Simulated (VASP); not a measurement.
Data:

```
CELL_PARAMETERS angstrom
      0.00000     3.28021     3.28021
      3.28021     0.00000     3.28021
      3.28021     3.28021     0.00000
ATOMIC_POSITIONS crystal
  Li 0.25000 0.25000 0.25000
  Li 0.75000 0.75000 0.75000
  Li 0.50000 0.50000 0.50000
  Cd 0.00000 0.00000 0.00000
```

Level of theory: PBEsol GGA, VASP's PBE PAW potentials (set 64) (plane waves; VASP). Settings: 520 eV cut-off, Gaussian smearing of 0.050 eV, potentials Li_sv Cd.

Give the energies of bands 9 to 13 at the high-symmetry points, in eV from the Fermi level.

| band | Γ | X | U | L | W |
|---|---|---|---|---|---|
| 9 | -5.63 | -3.44 | -3.47 | -4.12 | -3.37 |
| 10 | 3.16 | -1.70 | -1.37 | -2.35 | -1.11 |
| 11 | 3.16 | -0.29 | -1.31 | 2.17 | -1.11 |
| 12 | 3.16 | -0.29 | 0.20 | 2.17 | -0.85 |
| 13 | 4.06 | 2.43 | 3.24 | 3.10 | 4.64 |

It has no gap at this level: it comes out as a metal or semimetal.

The structure comes from a computed database's Li3Cd entry (Fm-3m); how it stands against other phases isn't given here. It was relaxed first. The electron count is odd and the run is not spin-polarised, which forces a metal.
